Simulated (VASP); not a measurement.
# Which face does V expose?, part 5 of 6

How do surface energy, work function and relaxation of V depend on the face?

VASP 6.6.1; PBEsol, no spin polarisation; plane waves and PAW (V).

So far. Step 5 (Potential and states of the slab, 7 atoms, face V(110)): The vacuum level lies 4.86 eV above the Fermi level at the upper face; both faces agree, as the slab has next to no dipole. Step 6 (Relaxing the slab, 9 atoms, face V(100)): The run ended after 15 ionic steps, 0.247 eV below its first step, once the forces on the free atoms met EDIFFG = -0.03.

## Step 7: Potential and states of the slab, 9 atoms, face V(100)

The input, INCAR:

```
SYSTEM = V
PREC = Normal
ENCUT = 320
EDIFF = 1E-06
NELM = 120
ISMEAR = 1
SIGMA = 0.15
LREAL = .FALSE.
ALGO = Fast
GGA = PS
NBANDS = 31
LASPH = .TRUE.
LORBIT = 11
LWAVE = .FALSE.
LCHARG = .TRUE.
KPAR = 4
IDIPOL = 3
LDIPOL = .TRUE.
DIPOL = 0.5 0.5 0.5
LVHAR = .TRUE.
LVACPOTAV = .TRUE.
NEDOS = 1500
```

The input, POSCAR:

```
V
1.0
    2.9431527152      0.0000000000      0.0000000000
    0.0000000000      2.9431527152      0.0000000000
    0.0000000000      0.0000000000     26.7726108608
V
9
Direct
    0.0000000000      0.0000000000      0.2863787560
    0.5000000000      0.5000000000      0.3341486505
    0.0000000000      0.0000000000      0.3891495472
    0.5000000000      0.5000000000      0.4457156712
    0.0000000000      0.0000000000      0.5000000000
    0.5000000000      0.5000000000      0.5542843288
    0.0000000000      0.0000000000      0.6108504528
    0.5000000000      0.5000000000      0.6658513495
    0.0000000000      0.0000000000      0.7136212440
```

The input, KPOINTS:

```
Automatic mesh
0
Gamma
10 10 1
0 0 0
```

The projector-augmented-wave data sets are V (PBE family, release 64).

On the command line:

```
$ mpirun -np 4 vasp_std
```

The program printed:

```text
[... set-up lines as in an earlier step ...]
 entering main loop
       N       E                     dE             d eps       ncg     rms          rms(c)
DAV:   1     0.289631842123E+03    0.28963E+03   -0.11488E+04  1310   0.981E+02
DAV:   2    -0.458143839156E+02   -0.33545E+03   -0.31978E+03  1310   0.291E+02
DAV:   3    -0.978004538936E+02   -0.51986E+02   -0.48175E+02  2120   0.135E+02
DAV:   4    -0.101375334779E+03   -0.35749E+01   -0.34830E+01  1988   0.527E+01
DAV:   5    -0.101513782412E+03   -0.13845E+00   -0.13734E+00  2141   0.748E+00    0.398E+01
RMM:   6    -0.120146674662E+03   -0.18633E+02   -0.15738E+02  2393   0.176E+02    0.470E+01
RMM:   7    -0.936766105605E+02    0.26470E+02   -0.11460E+02  1443   0.119E+02    0.231E+01
RMM:   8    -0.931242027718E+02    0.55241E+00   -0.13778E+02  1559   0.118E+02    0.232E+01
RMM:   9    -0.850215221545E+02    0.81027E+01   -0.28398E+01  1398   0.578E+01    0.121E+01
RMM:  10    -0.832801679252E+02    0.17414E+01   -0.20387E+01  1935   0.229E+01    0.769E+00
RMM:  11    -0.837020352904E+02   -0.42187E+00   -0.70661E+00  2060   0.101E+01    0.711E+00
RMM:  12    -0.840580279569E+02   -0.35599E+00   -0.31867E+00  1996   0.600E+00    0.755E+00
RMM:  13    -0.840081805745E+02    0.49847E-01   -0.37204E+00  1986   0.125E+01    0.659E+00
RMM:  14    -0.841359010816E+02   -0.12772E+00   -0.30140E+00  1886   0.129E+01    0.598E+00
RMM:  15    -0.835775464193E+02    0.55835E+00   -0.14023E+00  1745   0.101E+01    0.281E+00
RMM:  16    -0.836006756559E+02   -0.23129E-01   -0.49962E-01  2067   0.273E+00    0.232E+00
RMM:  17    -0.835998778792E+02    0.79778E-03   -0.25276E-01  1846   0.261E+00    0.196E+00
RMM:  18    -0.835952726924E+02    0.46052E-02   -0.11450E-01  1943   0.167E+00    0.134E+00
RMM:  19    -0.835755404299E+02    0.19732E-01   -0.37550E-02  1722   0.157E+00    0.773E-01
RMM:  20    -0.835733012426E+02    0.22392E-02   -0.30315E-02  1929   0.913E-01    0.476E-01
RMM:  21    -0.835743707103E+02   -0.10695E-02   -0.20355E-02  2053   0.560E-01    0.333E-01
RMM:  22    -0.835743901146E+02   -0.19404E-04   -0.25917E-03  1683   0.405E-01    0.239E-01
RMM:  23    -0.835743198339E+02    0.70281E-04   -0.33940E-03  1852   0.360E-01    0.124E-01
RMM:  24    -0.835743535675E+02   -0.33734E-04   -0.13774E-03  2130   0.131E-01    0.681E-02
RMM:  25    -0.835743154697E+02    0.38098E-04   -0.42265E-04  1808   0.133E-01    0.406E-02
RMM:  26    -0.835745190621E+02   -0.20359E-03   -0.11697E-03  2058   0.165E-01    0.765E-02
RMM:  27    -0.835744565762E+02    0.62486E-04   -0.12391E-04  1754   0.808E-02    0.547E-02
RMM:  28    -0.835744574443E+02   -0.86812E-06   -0.13790E-04  1948   0.552E-02    0.214E-02
RMM:  29    -0.835745034981E+02   -0.46054E-04   -0.12577E-04  2055   0.480E-02    0.221E-02
RMM:  30    -0.835745210738E+02   -0.17576E-04   -0.33407E-08  1781   0.347E-02    0.163E-02
RMM:  31    -0.835745364016E+02   -0.15328E-04   -0.52771E-07  1828   0.260E-02    0.538E-03
RMM:  32    -0.835745405715E+02   -0.41700E-05    0.13552E-05  1499   0.105E-02    0.666E-03
RMM:  33    -0.835745415825E+02   -0.10110E-05    0.19012E-05  1189   0.138E-02    0.285E-03
RMM:  34    -0.835745417315E+02   -0.14898E-06    0.17519E-05  1117   0.442E-03    0.250E-03
RMM:  35    -0.835745416806E+02    0.50895E-07    0.15767E-05  1092   0.747E-03    0.155E-03
RMM:  36    -0.835745407135E+02    0.96704E-06    0.13166E-05  1081   0.681E-03    0.742E-04
RMM:  37    -0.835745395846E+02    0.11290E-05    0.11706E-05   969   0.242E-03    0.339E-04
RMM:  38    -0.835745386035E+02    0.98108E-06    0.96598E-06   925   0.260E-03
 [... a notice as in an earlier step ...]

   1 F= -.83574539E+02 E0= -.83573228E+02  d E =-.393245E-02
```

The job ended after 81 s (4 MPI ranks of AMD EPYC 7R43, shared host; peak memory 0.64 GiB).

From OUTCAR (step 7):

```text
   NELECT =      45.0000    total number of electrons

 E-fermi :   1.4780

 k-point     1 :       0.0000    0.0000    0.0000
  band No.  band energies     occupation
    ...
     10      -1.1591      2.00000
     11      -1.0577      2.00000
     12      -1.0389      2.00000
     13      -0.2711      2.00000
     14       0.6917      2.00000
     15       1.7076     -0.05250
     16       1.7333     -0.03691
     17       1.7415     -0.03226
     18       1.7911     -0.01191
     19       1.7920     -0.01168
    ...

  Total       -1.7994135     -1.7994135     -0.1876324      0.0000000     -0.0000000     -0.0000000
  in kB      -12.4315490    -12.4315490     -1.2962897      0.0000000     -0.0000000     -0.0000000
  external PRESSURE =      -8.7197959 kB  Pullay stress =       0.0000000 kB

 POSITION                                       TOTAL-FORCE (eV/Angst)
 -----------------------------------------------------------------------------------
      0.00000      0.00000      7.66711         0.000000      0.000000      0.015094
      1.47158      1.47158      8.94603         0.000000      0.000000      0.020765
      0.00000      0.00000     10.41855        -0.000000      0.000000     -0.020409
      1.47158      1.47158     11.93297         0.000000      0.000000     -0.032745
      0.00000      0.00000     13.38631         0.000000      0.000000     -0.000000
      1.47158      1.47158     14.83964         0.000000     -0.000000      0.032745
      0.00000      0.00000     16.35406         0.000000     -0.000000      0.020409
      1.47158      1.47158     17.82658         0.000000      0.000000     -0.020765
      0.00000      0.00000     19.10550        -0.000000      0.000000     -0.015094
 -----------------------------------------------------------------------------------
    total drift:                               -0.000000      0.000000     -0.000000

  FREE ENERGIE OF THE ION-ELECTRON SYSTEM (eV)
  ---------------------------------------------------
  free  energy   TOTEN  =       -83.5745386035 eV

  energy  without entropy=      -83.5706061573  energy(sigma->0) =      -83.57322779

 vacuum level on the upper side and lower side of the slab         5.278         5.278

[... 8 parts as in an earlier step ...]

[... 10 further parts left out ...]
```

Numbers from this step:

```yaml
electronic_cycles: 38
free_energy_toten: -83.5745 eV
energy_at_zero_smearing: -83.5732 eV
fermi_energy: 1.478 eV
vacuum_levels: 5.278, 5.278 eV
work_functions_of_the_upper_and_lower_face: 3.8, 3.8 eV
```

The planar average of the electrostatic potential oscillates, so the rows of the table below give means over windows of 1.45 Å about each position, cut where the curve ends. Its maxima inside the range that stand out by 2 % of the span (Å: eV): 9.7: -5.73, 11.2: -5.25, 12.7: -5.84, 14.1: -5.84, 15.6: -5.25, 17.1: -5.73. Its minima: 7.9: -8.25, 10.4: -7.52, 11.9: -7.46, 13.4: -7.40, 14.8: -7.46, 16.4: -7.52, 18.9: -8.25.

Zero at the Fermi level. The planar average of the electrostatic potential by height; means over each step:

```
height (Å)  planar average of the electrostatic potential (eV)
      0.72                                                3.80
      2.17                                                3.80
      3.62                                                3.80
      5.07                                                3.63
      6.52                                               0.316
      7.97                                               -7.70
      9.42                                               -6.71
     10.87                                               -6.34
     12.32                                               -6.60
     13.77                                               -6.59
     15.22                                               -6.34
     16.67                                               -6.58
     18.12                                               -7.71
     19.57                                               -4.29
     21.02                                                3.08
     22.47                                                3.77
     23.92                                                3.80
     25.37                                                3.80
```

Density of states in the PAW spheres, an atom over height of the layer and energy from the Fermi level.

Values in states/eV, 22 rows by 9 columns, each cell a mean:
```
2.67 0.79 0.88 0.91 0.62 0.91 0.88 0.79 2.67
1.03 0.81 1.12 1.45 1.37 1.45 1.12 0.81 1.03
1.52 1.24 1.64 2.07 2.17 2.07 1.64 1.24 1.52
1.73 1.45 1.69 1.67 1.78 1.67 1.69 1.45 1.73
1.78 2.15 1.82 1.75 1.86 1.75 1.82 2.15 1.78
1.55 1.57 1.21 1.09 0.85 1.09 1.21 1.57 1.55
0.93 1.10 0.83 0.74 0.80 0.74 0.83 1.10 0.93
1.15 1.33 1.21 1.27 1.32 1.27 1.21 1.33 1.15
1.15 1.48 1.29 1.13 1.12 1.13 1.29 1.48 1.15
0.59 0.94 0.95 0.82 0.81 0.82 0.95 0.94 0.59
0.28 0.48 0.49 0.46 0.43 0.46 0.49 0.48 0.28
0.16 0.23 0.22 0.21 0.20 0.21 0.22 0.23 0.16
0.12 0.20 0.18 0.16 0.17 0.16 0.18 0.20 0.12
0.08 0.13 0.13 0.14 0.16 0.14 0.13 0.13 0.08
0.08 0.13 0.12 0.09 0.08 0.09 0.12 0.13 0.08
0.04 0.08 0.10 0.09 0.08 0.09 0.10 0.08 0.04
0.03 0.07 0.07 0.06 0.05 0.06 0.07 0.07 0.03
0.01 0.03 0.05 0.06 0.06 0.06 0.05 0.03 0.01
0.00 0.00 0.01 0.01 0.01 0.01 0.01 0.00 0.00
0.00 0.00 0.00 0.00 0.00 0.00 0.00 0.00 0.00
0.00 0.00 0.00 0.00 0.00 0.00 0.00 0.00 0.00
0.00 0.00 0.00 0.00 0.00 0.00 0.00 0.00 0.00
```
Columns: height of the layer (Å) from 7.7 to 19.1 (not evenly spaced); rows upwards: energy from the Fermi level (eV) from -7.9 to 0.5.

Valence density in the ca plane at fractional y = 0.000, with atoms of V within 0.2 Å of it. It is the smooth field of the valence electrons, not physical close to the nuclei.

Ten even steps from '0' (0.0 e/Å³) to '9' (2.0 e/Å³), each cell a mean:
```
52111477411113784111137852112478400000000000
21111233211112332111113321111233100000000000
11111111111111111111111111111111000000000000
11111111111111111111111111111110000000000000
11111111111111111111111111111111000000000000
21111122111111221111112211111122100000000000
42111355311113553111125641111355200000000000
62111499411114895111138962112599410000000000
```
Columns run along c (16.0 Å, from fractional 0.30 to 0.90 of the cell), rows up along a (2.9 Å). Atoms in or near the plane, at fractional coordinates: V at (0.39, 0.00), V at (0.50, 0.00), V at (0.61, 0.00), V at (0.71, 0.00).

The map of layer states is cut here 0.5 eV above the Fermi level, so it leaves out the states above that.

The vacuum level lies 3.80 eV above the Fermi level at the upper face; both faces agree, as the slab has next to no dipole.

The program found no field-free point at its default tolerance, but its printed level agrees with the flat part of the planar average.

On this mesh the fine structure of the density of states is sampling noise, and high empty states may be cut by the number of bands.

## Step 8: Relaxing the slab, 11 atoms, face V(111)

System of this step: V(111). The cell holds 11 atoms: 11 V. Its edges and angles: a = 4.162 Å, b = 4.162 Å, c = 23.496 Å, α = 90.0°, β = 90.0°, γ = 60.0°. It derives from V. 11 layers of bcc V, cut at this functional's lattice. Vacuum lies along c.

The input, INCAR:

```
SYSTEM = V
PREC = Normal
ENCUT = 320
EDIFF = 1E-05
NELM = 120
ISMEAR = 1
SIGMA = 0.15
LREAL = .FALSE.
ALGO = Fast
GGA = PS
NBANDS = 38
LASPH = .TRUE.
LORBIT = 11
LWAVE = .FALSE.
LCHARG = .FALSE.
KPAR = 4
IBRION = 2
NSW = 40
ISIF = 2
EDIFFG = -0.03
POTIM = 0.4
MAXMIX = 40
```

The input, POSCAR:

```
V
1.0
    4.1622464860      0.0000000000      0.0000000000
    2.0811232430      3.6046111937      0.0000000000
    0.0000000000      0.0000000000     23.4961500619
V
11
Direct
    0.6666666700      0.6666666700      0.3192012300
    0.0000000000      0.0000000000      0.3553609800
    0.3333333300      0.3333333300      0.3915207400
    0.6666666700      0.6666666700      0.4276804900
    0.0000000000      0.0000000000      0.4638402500
    0.3333333300      0.3333333300      0.5000000000
    0.6666666700      0.6666666700      0.5361597500
    0.0000000000      0.0000000000      0.5723195100
    0.3333333300      0.3333333300      0.6084792600
    0.6666666700      0.6666666700      0.6446390200
    0.0000000000      0.0000000000      0.6807987700
```

The input, KPOINTS:

```
Automatic mesh
0
Gamma
9 9 1
0 0 0
```

On the command line:

```
$ mpirun -np 4 vasp_std
```

The program printed:

```text
[banner, memory and clock lines left out]
running    4 mpi-ranks, on    1 nodes
[...]
[... a notice as in an earlier step ...]

 LDA part: xc-table for (Slater+PW92), standard interpolation
 POSCAR, INCAR and KPOINTS ok, starting setup
[...]
entering main loop
       N       E                     dE             d eps       ncg     rms          rms(c)
DAV:   1     0.360683917217E+03    0.36068E+03   -0.13726E+04   912   0.924E+02
DAV:   2    -0.549193672803E+02   -0.41560E+03   -0.39691E+03   912   0.286E+02
DAV:   3    -0.119794465363E+03   -0.64875E+02   -0.61863E+02  1530   0.131E+02
DAV:   4    -0.124809439807E+03   -0.50150E+01   -0.48870E+01  1464   0.537E+01
[...]
RMM:  34    -0.994986031236E+02   -0.18872E-04    0.11831E-06   555   0.135E-02    0.599E-03
RMM:  35    -0.994986162255E+02   -0.13102E-04    0.78580E-07   550   0.199E-02    0.907E-03
RMM:  36    -0.994986203185E+02   -0.40930E-05    0.22177E-06   542   0.111E-02
   1 F= -.99498620E+02 E0= -.99497604E+02  d E =-.994986E+02
[... from here on, the cycles between the ionic steps are left out ...]
   2 F= -.99742181E+02 E0= -.99741154E+02  d E =-.243560E+00
   3 F= -.99985929E+02 E0= -.99987789E+02  d E =-.487308E+00
   5 F= -.10005493E+03 E0= -.10005909E+03  d E =-.690033E-01
   6 F= -.10004687E+03 E0= -.10005387E+03  d E =-.609392E-01
   7 F= -.10006983E+03 E0= -.10007491E+03  d E =-.839024E-01
   8 F= -.10006994E+03 E0= -.10007510E+03  d E =-.840134E-01
   9 F= -.10007641E+03 E0= -.10008140E+03  d E =-.646440E-02
  10 F= -.10007689E+03 E0= -.10008180E+03  d E =-.694673E-02
  11 F= -.10008051E+03 E0= -.10008553E+03  d E =-.362030E-02
  12 F= -.10008062E+03 E0= -.10008565E+03  d E =-.373351E-02
  13 F= -.10008114E+03 E0= -.10008602E+03  d E =-.514945E-03
 trial-energy change:   -0.000515  1 .order   -0.000486   -0.001087    0.000115
 step:   3.1149(harm=  3.1149)  dis= 0.00632  next Energy=  -100.081114 (dE=-0.491E-03)
 reached required accuracy - stopping structural energy minimisation
```

Elapsed: 4.1 min, on 4 MPI ranks; peak memory 0.81 GiB; 16 min of CPU time.

From OUTCAR (step 8):

```text
  Total       -1.2594290     -1.2594290     -0.0777847      0.0000000      0.0000000     -0.0000000
  in kB       -5.7240228     -5.7240228     -0.3535264      0.0000000      0.0000000     -0.0000000
  external PRESSURE =      -3.9338573 kB  Pullay stress =       0.0000000 kB

 POSITION                                       TOTAL-FORCE (eV/Angst)
 -----------------------------------------------------------------------------------
      4.16225      2.40307      7.81517        -0.000000      0.000000      0.005301
      0.00000      0.00000      8.45828        -0.000000      0.000000      0.009122
      2.08112      1.20154      9.15554         0.000000      0.000000     -0.015177
      4.16225      2.40307     10.09519        -0.000000      0.000000     -0.007198
      2.08112      3.60461     10.90396         0.000000     -0.000000      0.002928
      2.08112      1.20154     11.74808        -0.000000     -0.000000     -0.000000
      4.16225      2.40307     12.59219        -0.000000      0.000000     -0.002928
      0.00000      0.00000     13.40096         0.000000      0.000000      0.007198
      2.08112      1.20154     14.34061        -0.000000      0.000000      0.015177
      4.16225      2.40307     15.03787         0.000000     -0.000000     -0.009122
      0.00000      0.00000     15.68098         0.000000      0.000000     -0.005301
 -----------------------------------------------------------------------------------
    total drift:                               -0.000001     -0.000000      0.000000

  FREE ENERGIE OF THE ION-ELECTRON SYSTEM (eV)
  ---------------------------------------------------
  free  energy   TOTEN  =      -100.0811373841 eV

  energy  without entropy=     -100.0957879727  energy(sigma->0) =     -100.08602091

[... 1 part as in an earlier step ...]

[... 3 further parts left out ...]
[key lines of the parts left out:]
E-fermi :   0.3245
```

The run keeps the 12 symmetry operations of its start, so it cannot find a distortion of lower symmetry.

(Continued in part 6 of 6.)

[Lines on the potential files, build, host, timing and source positions are cut from VASP's logs without a mark.]

[Logs are printed without paths, hosts, clocks, repeated set-up lines and the standing remarks that a program may print on its own settings, such as how far it seeks lower states.]

[Hosts, paths, dates, database ids (printed as entryN), source tags and the programs' standing remarks are cut or masked in the printed files.]

[Runs that stopped without an error message from VASP are left out.]
